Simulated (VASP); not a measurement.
**MgO: the band gap up a ladder of functionals**

How far up the ladder of functionals must one climb to get the gap of MgO right? The levels: LDA, PBEsol, PBE, r2SCAN, TB-mBJ, LAK, HSE06, PBE0, B3LYP, r2SCANh and PBE-EpsX. LASPH is on for some levels and off for others; the table marks which. The start is a cell from a database of measured crystal structures.

Method: LDA; plane waves and PAW (Mg, O), in the first sound run; inputs show where later runs differ, in VASP 6.6.1.

Experimental background.

“Electronic structure of alkaline earth and post-transition metal oxides” (2009, arxiv:0908.1581) quotes from earlier work for MgO, rocksalt (bulk crystal): band gap (literature experimental gap) 7.83 eV [Literature value based on experiment; other listed experimental values range from 7.7 to …].

This is a report of a sequence of runs, with most program output left out.

### Step 1. The starting structure

Symmetry: Fm-3m, No. 225, cubic system. The conventional cell has a = 4.212 Å, b = 4.212 Å, c = 4.212 Å, α = 90.00°, β = 90.00°, γ = 90.00°. Nearest to Mg lie 6 O at 2.11 Å. Nearest to O lie 6 Mg at 2.11 Å. Farther neighbours and most contacts between anions are not listed.

Coordinates:

```
Mg O
1.0
     0.00000    2.10607    2.10607
     2.10607    0.00000    2.10607
     2.10607    2.10607    0.00000
Mg O
1 1
Direct
  0.00000 0.00000 0.00000
  0.50000 0.50000 0.50000
```

### Step 2. Bands with LDA

The mesh alone shows little of the dispersion and can miss band extrema, so KPOINTS_OPT adds a path through the symmetry points after the self-consistent cycle. LDA, the lowest rung, knows the local density alone.

INCAR

```
SYSTEM = MgO
PREC = Accurate
ENCUT = 520
EDIFF = 1E-06
NELM = 100
ISMEAR = 0
SIGMA = 0.02
LREAL = .FALSE.
ALGO = Normal
GGA = CA
NBANDS = 16
LORBIT = 11
LWAVE = .FALSE.
LCHARG = .FALSE.
KPAR = 4
```

POSCAR

```
MgO
1.0
    0.0000000000      2.1060700000      2.1060700000
    2.1060700000      0.0000000000      2.1060700000
    2.1060700000      2.1060700000      0.0000000000
Mg O
1 1
Direct
    0.0000000000      0.0000000000      0.0000000000
    0.5000000000      0.5000000000      0.5000000000
```

KPOINTS

```
Automatic mesh
0
Gamma
6 6 6
0 0 0
```

KPOINTS_OPT

```
Line mode
16
Line-mode
Reciprocal
  0.00000000   0.00000000   0.00000000 GAMMA
  0.50000000   0.00000000   0.50000000 X

  0.50000000   0.00000000   0.50000000 X
  0.50000000   0.25000000   0.75000000 W

  0.50000000   0.25000000   0.75000000 W
  0.37500000   0.37500000   0.75000000 K

  0.37500000   0.37500000   0.75000000 K
  0.00000000   0.00000000   0.00000000 GAMMA

  0.00000000   0.00000000   0.00000000 GAMMA
  0.50000000   0.50000000   0.50000000 L

  0.50000000   0.50000000   0.50000000 L
  0.62500000   0.25000000   0.62500000 U

  0.62500000   0.25000000   0.62500000 U
  0.50000000   0.25000000   0.75000000 W

  0.50000000   0.25000000   0.75000000 W
  0.50000000   0.50000000   0.50000000 L

  0.50000000   0.50000000   0.50000000 L
  0.37500000   0.37500000   0.75000000 K

  0.62500000   0.25000000   0.62500000 U
  0.50000000   0.00000000   0.50000000 X
```

The projector-augmented-wave data sets are Mg and O (PBE family, release 64).

Run with:

```sh
> mpirun -np 4 vasp_std
```

Run time: 10 s. Hardware: 4 MPI ranks of AMD EPYC 7R43, shared host; peak memory 0.39 GiB.

The PAW data sets were made with PBE, though LDA sets exist; this is a small mismatch. At this level the cell is under a tension of 5.9 GPa, so at these settings it is away from equilibrium.

This step gave:

* SCF cycles: 12
* electrons: 8
* bands: 16
* irreducible k-points: 16
* symmetry operations: 48
* free energy (TOTEN): -13.31 eV
* Fermi energy: 3.014 eV
* pressure: -5.899 GPa
* metallic: no
* least gap on mesh and path: 4.676 eV
* least direct gap on mesh and path: 4.676 eV
* valence top at k: 0, 0, 0
* conduction bottom at k: 0, 0, 0
* least direct gap at k: 0, 0, 0

Electronic bands along the path, in eV, zero at the valence-band top; v1 is the highest filled band, c1 the lowest empty one:

```
          point     v3     v2     v1     c1     c2
              Γ   0.00   0.00   0.00   4.68  15.53
0.47 of the way  -2.46  -0.68  -0.68   7.70  11.21
              X  -4.15  -1.37  -1.37   8.89   9.74
0.53 of the way  -3.81  -2.00  -1.62   9.90  10.73
              W  -3.01  -3.01  -1.81  11.45  11.45
0.53 of the way  -3.43  -2.75  -1.45  10.40  11.66
              K  -3.55  -2.76  -1.16   9.89  11.54
0.53 of the way  -2.79  -1.05  -0.35   7.78  11.90
              Γ   0.00   0.00   0.00   4.68  15.53
0.47 of the way  -2.46  -0.31  -0.31   6.84  12.48
              L  -4.70  -0.67  -0.67   7.75  12.41
0.53 of the way  -4.16  -1.88  -0.88   9.25  12.07
              U  -3.55  -2.76  -1.16   9.89  11.54
0.47 of the way  -3.43  -2.75  -1.45  10.40  11.66
              W  -3.01  -3.01  -1.81  11.45  11.45
0.47 of the way  -3.99  -2.09  -1.06   9.69  11.96
              L  -4.70  -0.67  -0.67   7.75  12.41
0.47 of the way  -4.28  -1.65  -0.84   8.98  12.14
              K  -3.55  -2.76  -1.16   9.89  11.54
      jump to U  -3.55  -2.76  -1.16   9.89  11.54
0.53 of the way  -4.02  -1.78  -1.32   9.24  10.19
              X  -4.15  -1.37  -1.37   8.89   9.74
```

Of the projections kept (Mg, O), the largest for each band there; the rest of the weight can lie on other orbitals:

```
point      v3      v2      v1       c1       c2
    Γ  O 0.98  O 0.98  O 0.98   O 0.53  Mg 1.00
    X  O 0.84  O 0.93  O 0.93  Mg 1.00  Mg 0.90
    W  O 0.87  O 0.87  O 0.89   O 0.68   O 0.68
    K  O 0.85  O 0.86  O 0.94  Mg 0.69  Mg 0.66
    Γ  O 0.98  O 0.98  O 0.98   O 0.53  Mg 1.00
    L  O 0.78  O 0.96  O 0.96  Mg 0.61   O 0.72
```

The gap is 4.68 eV, direct at Γ. The gap lies -3.15 eV from the measured 7.83 eV.

### Step 3. Bands with PBEsol

This step: PBEsol; plane waves and PAW (Mg, O) (VASP 6.6.1).

PBEsol restores the gradient expansion of exchange and is tuned for the cells of solids.

Edit INCAR of step 2 so:

```diff
@@ -9,3 +9,3 @@
 ALGO = Normal
-GGA = CA
+GGA = PS
 NBANDS = 16
```

POSCAR is that of step 2.

KPOINTS is that of step 2.

KPOINTS_OPT is that of step 2.

Run with:

```sh
> mpirun -np 4 vasp_std
```

It took 10 s on 4 MPI ranks; peak memory 0.42 GiB.

The PAW data sets were made with PBE, which is usual practice but a small mismatch for other functionals.

This step gave:

```yaml
free_energy_toten: -12.51 eV
fermi_energy: 3.309 eV
pressure: -0.2864 GPa
least_gap_on_mesh_and_path: 4.633 eV
least_direct_gap_on_mesh_and_path: 4.633 eV
```

Electronic bands along the path, in eV, zero at the valence-band top; v1 is the highest filled band, c1 the lowest empty one:

```
          point     v3     v2     v1     c1     c2
              Γ   0.00   0.00   0.00   4.63  15.63
0.47 of the way  -2.47  -0.68  -0.68   7.71  11.25
              X  -4.15  -1.37  -1.37   8.92   9.88
0.53 of the way  -3.80  -2.00  -1.61   9.93  10.87
              W  -3.00  -3.00  -1.79  11.50  11.50
0.53 of the way  -3.43  -2.74  -1.44  10.44  11.81
              K  -3.55  -2.75  -1.16   9.93  11.68
0.53 of the way  -2.79  -1.05  -0.35   7.79  11.94
              Γ   0.00   0.00   0.00   4.63  15.63
0.47 of the way  -2.47  -0.31  -0.31   6.83  12.54
              L  -4.68  -0.66  -0.66   7.74  12.50
0.53 of the way  -4.14  -1.88  -0.88   9.26  12.15
              U  -3.55  -2.75  -1.16   9.93  11.68
0.47 of the way  -3.43  -2.74  -1.44  10.44  11.81
              W  -3.00  -3.00  -1.79  11.50  11.50
0.47 of the way  -3.98  -2.09  -1.05   9.71  12.03
              L  -4.68  -0.66  -0.66   7.74  12.50
0.47 of the way  -4.26  -1.65  -0.84   8.99  12.22
              K  -3.55  -2.75  -1.16   9.93  11.68
      jump to U  -3.55  -2.75  -1.16   9.93  11.68
0.53 of the way  -4.01  -1.77  -1.32   9.28  10.33
              X  -4.15  -1.37  -1.37   8.92   9.88
```

Of the projections kept (Mg, O), the largest for each band there; the rest of the weight can lie on other orbitals:

```
point      v3      v2      v1       c1       c2
    Γ  O 0.98  O 0.98  O 0.98   O 0.52  Mg 1.00
    X  O 0.84  O 0.93  O 0.93  Mg 1.00  Mg 0.90
    W  O 0.87  O 0.87  O 0.89   O 0.69   O 0.69
    K  O 0.86  O 0.86  O 0.94  Mg 0.67  Mg 0.67
    Γ  O 0.98  O 0.98  O 0.98   O 0.52  Mg 1.00
    L  O 0.78  O 0.96  O 0.96  Mg 0.61   O 0.73
```

The gap is 4.63 eV, direct at Γ. Against LDA that is -0.04 eV; the cost is about the same. The gap lies -3.20 eV from the measured 7.83 eV.

### Step 4. Bands with PBE

This step: PBE; plane waves and PAW (Mg, O) (VASP 6.6.1).

PBE, the usual starting point, adds the gradient of the density.

Edit INCAR of step 3 so:

```diff
@@ -9,3 +9,3 @@
 ALGO = Normal
-GGA = PS
+GGA = PE
 NBANDS = 16
```

POSCAR is that of step 3.

KPOINTS is that of step 3.

KPOINTS_OPT is that of step 3.

Run with:

```sh
> mpirun -np 4 vasp_std
```

The job ended after 10 s (4 MPI ranks; peak memory 0.42 GiB; 39 s of CPU time).

At this level the cell is under a pressure of 3.9 GPa, so at these settings it is away from equilibrium.

Electronic bands along the path, in eV, zero at the valence-band top; v1 is the highest filled band, c1 the lowest empty one:

```
          point     v3     v2     v1     c1     c2
              Γ   0.00   0.00   0.00   4.73  15.80
0.47 of the way  -2.44  -0.67  -0.67   7.79  11.44
              X  -4.08  -1.35  -1.35   9.12   9.97
0.53 of the way  -3.74  -1.96  -1.59  10.11  10.96
              W  -2.96  -2.96  -1.77  11.65  11.65
0.53 of the way  -3.37  -2.70  -1.42  10.60  11.90
              K  -3.49  -2.71  -1.14  10.09  11.77
0.53 of the way  -2.76  -1.03  -0.35   7.88  12.12
              Γ   0.00   0.00   0.00   4.73  15.80
0.47 of the way  -2.43  -0.31  -0.31   6.92  12.70
              L  -4.62  -0.65  -0.65   7.90  12.61
0.53 of the way  -4.09  -1.85  -0.87   9.40  12.26
              U  -3.49  -2.71  -1.14  10.09  11.77
0.47 of the way  -3.37  -2.70  -1.42  10.60  11.90
              W  -2.96  -2.96  -1.77  11.65  11.65
0.47 of the way  -3.92  -2.05  -1.04   9.85  12.15
              L  -4.62  -0.65  -0.65   7.90  12.61
0.47 of the way  -4.20  -1.62  -0.82   9.13  12.33
              K  -3.49  -2.71  -1.14  10.09  11.77
      jump to U  -3.49  -2.71  -1.14  10.09  11.77
0.53 of the way  -3.95  -1.75  -1.30   9.47  10.42
              X  -4.08  -1.35  -1.35   9.12   9.97
```

Of the projections kept (Mg, O), the largest for each band there; the rest of the weight can lie on other orbitals:

```
point      v3      v2      v1       c1       c2
    Γ  O 0.98  O 0.98  O 0.98   O 0.52  Mg 1.00
    X  O 0.84  O 0.93  O 0.93  Mg 1.00  Mg 0.90
    W  O 0.87  O 0.87  O 0.89   O 0.68   O 0.68
    K  O 0.86  O 0.86  O 0.94  Mg 0.68  Mg 0.67
    Γ  O 0.98  O 0.98  O 0.98   O 0.52  Mg 1.00
    L  O 0.79  O 0.96  O 0.96  Mg 0.62   O 0.72
```

The gap is 4.73 eV, direct at Γ. Against LDA that is +0.05 eV; the cost is about the same. The gap lies -3.10 eV from the measured 7.83 eV.

### Step 5. Bands with r2SCAN

This step: r2SCAN; plane waves and PAW (Mg, O) (VASP 6.6.1).

r2SCAN adds the kinetic-energy density, costs more than a GGA and is run with LASPH.

Edit INCAR of step 4 so:

```diff
@@ -9,3 +9,4 @@
 ALGO = Normal
-GGA = PE
+METAGGA = R2SCAN
+LASPH = .TRUE.
 NBANDS = 16
```

POSCAR is that of step 4.

KPOINTS is that of step 4.

KPOINTS_OPT is that of step 4.

Run with:

```sh
> mpirun -np 4 vasp_std
```

It took 44 s on 4 MPI ranks; peak memory 0.42 GiB; 2.9 min of CPU time.

At this level the cell is under a tension of 2.1 GPa, so at these settings it is away from equilibrium.

The electronic bands at the labelled points (eV, zero at the valence-band top; v1 is the highest filled band, c1 the lowest empty one):

```
          point     v3     v2     v1     c1     c2
              Γ   0.00   0.00   0.00   5.60  16.83
0.47 of the way  -2.42  -0.68  -0.68   8.71  12.41
              X  -4.10  -1.37  -1.37  10.03  11.06
0.53 of the way  -3.76  -1.98  -1.60  11.05  12.08
              W  -2.97  -2.97  -1.78  12.69  12.69
0.53 of the way  -3.38  -2.70  -1.44  11.58  13.06
              K  -3.51  -2.71  -1.17  11.05  12.92
0.53 of the way  -2.74  -1.04  -0.36   8.80  13.14
              Γ   0.00   0.00   0.00   5.60  16.83
0.47 of the way  -2.41  -0.32  -0.32   7.81  13.75
              L  -4.61  -0.67  -0.67   8.80  13.81
0.53 of the way  -4.08  -1.85  -0.89  10.35  13.41
              U  -3.51  -2.71  -1.17  11.05  12.92
0.47 of the way  -3.38  -2.70  -1.44  11.58  13.06
              W  -2.97  -2.97  -1.78  12.69  12.69
0.47 of the way  -3.92  -2.06  -1.05  10.81  13.27
              L  -4.61  -0.67  -0.67   8.80  13.81
0.47 of the way  -4.20  -1.63  -0.85  10.06  13.49
              K  -3.51  -2.71  -1.17  11.05  12.92
      jump to U  -3.51  -2.71  -1.17  11.05  12.92
0.53 of the way  -3.97  -1.76  -1.33  10.39  11.52
              X  -4.10  -1.37  -1.37  10.03  11.06
```

Of the projections kept (Mg, O), the largest for each band there; the rest of the weight can lie on other orbitals:

```
point      v3      v2      v1       c1       c2
    Γ  O 0.98  O 0.98  O 0.98   O 0.51  Mg 1.00
    X  O 0.85  O 0.93  O 0.93  Mg 1.00  Mg 0.90
    W  O 0.88  O 0.88  O 0.90   O 0.67   O 0.67
    K  O 0.87  O 0.87  O 0.94  Mg 0.68  Mg 0.69
    Γ  O 0.98  O 0.98  O 0.98   O 0.51  Mg 1.00
    L  O 0.80  O 0.96  O 0.96  Mg 0.63   O 0.71
```

The gap is 5.60 eV, direct at Γ. Against LDA that is +0.93 eV; this run took 4.4 times the core time. The gap lies -2.23 eV from the measured 7.83 eV.

### Step 6. Bands with TB-mBJ

This step: TB-mBJ; plane waves and PAW (Mg, O) (VASP 6.6.1).

TB-mBJ is a local potential fitted to gaps: it costs far less than a hybrid but gives no energy.

Edit INCAR of step 5 so:

```diff
@@ -4,3 +4,3 @@
 EDIFF = 1E-06
-NELM = 100
+NELM = 150
 ISMEAR = 0
@@ -9,3 +9,3 @@
 ALGO = Normal
-METAGGA = R2SCAN
+METAGGA = MBJ
 LASPH = .TRUE.
```

POSCAR is that of step 5.

KPOINTS is that of step 5.

KPOINTS_OPT is that of step 5.

Run with:

```sh
> mpirun -np 4 vasp_std
```

It took 31 s on 4 MPI ranks; peak memory 0.45 GiB.

This functional is a potential without an energy, so its energies, forces and stress mean nothing and are not read.

The electronic bands at the labelled points (eV, zero at the valence-band top; v1 is the highest filled band, c1 the lowest empty one):

```
          point     v3     v2     v1     c1     c2
              Γ   0.00   0.00   0.00   6.77  17.88
0.47 of the way  -2.05  -0.58  -0.58   9.73  13.78
              X  -3.51  -1.19  -1.19  11.49  12.26
0.53 of the way  -3.20  -1.68  -1.37  12.40  13.23
              W  -2.51  -2.51  -1.52  13.93  13.93
0.53 of the way  -2.87  -2.29  -1.24  12.86  14.18
              K  -2.98  -2.30  -1.01  12.37  14.05
0.53 of the way  -2.33  -0.87  -0.31   9.84  14.43
              Γ   0.00   0.00   0.00   6.77  17.88
0.47 of the way  -2.04  -0.27  -0.27   8.90  15.03
              L  -3.95  -0.59  -0.59  10.11  14.99
0.53 of the way  -3.48  -1.56  -0.77  11.58  14.59
              U  -2.98  -2.30  -1.01  12.37  14.05
0.47 of the way  -2.87  -2.29  -1.24  12.86  14.18
              W  -2.51  -2.51  -1.52  13.93  13.93
0.47 of the way  -3.34  -1.74  -0.91  12.03  14.46
              L  -3.95  -0.59  -0.59  10.11  14.99
0.47 of the way  -3.59  -1.38  -0.73  11.30  14.67
              K  -2.98  -2.30  -1.01  12.37  14.05
      jump to U  -2.98  -2.30  -1.01  12.37  14.05
0.53 of the way  -3.39  -1.51  -1.15  11.80  12.70
              X  -3.51  -1.19  -1.19  11.49  12.26
```

Of the projections kept (Mg, O), the largest for each band there; the rest of the weight can lie on other orbitals:

```
point      v3      v2      v1       c1       c2
    Γ  O 0.98  O 0.98  O 0.98  Mg 0.51  Mg 1.00
    X  O 0.88  O 0.94  O 0.94  Mg 1.00  Mg 0.90
    W  O 0.90  O 0.90  O 0.92   O 0.64   O 0.64
    K  O 0.89  O 0.90  O 0.95  Mg 0.69  Mg 0.70
    Γ  O 0.98  O 0.98  O 0.98  Mg 0.51  Mg 1.00
    L  O 0.85  O 0.97  O 0.97  Mg 0.64   O 0.69
```

The gap is 6.77 eV, direct at Γ. Against LDA that is +2.09 eV; this run took 3.1 times the core time. The gap lies -1.06 eV from the measured 7.83 eV.

### Step 7. Bands with LAK

This step: LAK; plane waves and PAW (Mg, O) (VASP 6.6.1).

LAK is a meta-GGA built to open gaps without exact exchange.

Edit INCAR of step 6 so:

```diff
@@ -4,3 +4,3 @@
 EDIFF = 1E-06
-NELM = 150
+NELM = 100
 ISMEAR = 0
@@ -9,3 +9,3 @@
 ALGO = Normal
-METAGGA = MBJ
+METAGGA = LAK
 LASPH = .TRUE.
```

POSCAR is that of step 6.

KPOINTS is that of step 6.

KPOINTS_OPT is that of step 6.

Run with:

```sh
> mpirun -np 4 vasp_std
```

Wall time 57 s (4 MPI ranks); peak memory 0.45 GiB; 3.7 min of CPU time.

Electronic bands along the path, in eV, zero at the valence-band top; v1 is the highest filled band, c1 the lowest empty one:

```
          point     v3     v2     v1     c1     c2
              Γ   0.00   0.00   0.00   5.88  17.17
0.47 of the way  -2.37  -0.66  -0.66   9.00  12.75
              X  -4.00  -1.35  -1.35  10.38  11.29
0.53 of the way  -3.67  -1.93  -1.58  11.40  12.31
              W  -2.89  -2.89  -1.75  13.06  13.06
0.53 of the way  -3.30  -2.64  -1.42  11.93  13.30
              K  -3.42  -2.66  -1.15  11.39  13.18
0.53 of the way  -2.69  -1.01  -0.36   9.11  13.49
              Γ   0.00   0.00   0.00   5.88  17.17
0.47 of the way  -2.37  -0.31  -0.31   8.12  14.10
              L  -4.53  -0.67  -0.67   9.16  14.18
0.53 of the way  -4.00  -1.81  -0.88  10.70  13.77
              U  -3.42  -2.66  -1.15  11.39  13.18
0.47 of the way  -3.30  -2.64  -1.42  11.93  13.30
              W  -2.89  -2.89  -1.75  13.06  13.06
0.47 of the way  -3.84  -2.01  -1.04  11.17  13.64
              L  -4.53  -0.67  -0.67   9.16  14.18
0.47 of the way  -4.12  -1.59  -0.83  10.42  13.86
              K  -3.42  -2.66  -1.15  11.39  13.18
      jump to U  -3.42  -2.66  -1.15  11.39  13.18
0.53 of the way  -3.87  -1.73  -1.30  10.73  11.75
              X  -4.00  -1.35  -1.35  10.38  11.29
```

Of the projections kept (Mg, O), the largest for each band there; the rest of the weight can lie on other orbitals:

```
point      v3      v2      v1       c1       c2
    Γ  O 0.98  O 0.98  O 0.98  Mg 0.51  Mg 1.00
    X  O 0.85  O 0.93  O 0.93  Mg 1.00  Mg 0.90
    W  O 0.88  O 0.88  O 0.90   O 0.66   O 0.66
    K  O 0.87  O 0.87  O 0.94  Mg 0.70  Mg 0.69
    Γ  O 0.98  O 0.98  O 0.98  Mg 0.51  Mg 1.00
    L  O 0.80  O 0.96  O 0.96  Mg 0.64   O 0.70
```

The gap is 5.88 eV, direct at Γ. Against LDA that is +1.20 eV; this run took 5.7 times the core time. The gap lies -1.95 eV from the measured 7.83 eV.

### Step 8. Starting orbitals for the hybrid

This step: PBE; plane waves and PAW (Mg, O) (VASP 6.6.1).

A hybrid converges badly from random orbitals, so a cheap semilocal run writes a WAVECAR on the same mesh first.

INCAR

```
SYSTEM = MgO
PREC = Accurate
ENCUT = 520
EDIFF = 1E-05
NELM = 100
ISMEAR = 0
SIGMA = 0.02
LREAL = .FALSE.
ALGO = Normal
GGA = PE
NBANDS = 10
LORBIT = 11
LWAVE = .TRUE.
LCHARG = .FALSE.
KPAR = 4
```

POSCAR is that of step 7.

KPOINTS is that of step 7.

Run with:

```sh
> mpirun -np 4 vasp_std
```

Elapsed: 3.4 s, on 4 MPI ranks; peak memory 0.41 GiB.

The gap is read on the k-mesh alone, so it is an upper bound where the band edges lie off the mesh.

A gap read on the k-mesh alone can miss the band edges.

This step gave:

- SCF cycles: 11
- bands: 10
- free energy (TOTEN): -11.91 eV
- Fermi energy: 3.405 eV
- pressure: 3.900 GPa
- gap on the k-mesh: 4.725 eV
- least direct gap on the k-mesh: 4.725 eV

[end of part 1 of 2]

[Lines on the potential files, build, host, timing and source positions are cut from VASP's logs without a mark.]

[Logs are printed without paths, hosts, clocks, repeated set-up lines and the standing remarks that a program may print on its own settings, such as how far it seeks lower states.]

[Hosts, paths, dates, database ids (printed as entryN), source tags and the programs' standing remarks are cut or masked in the printed files.]

[A measured line is paired with the nearest computed mode of its activity, which favours agreement.]
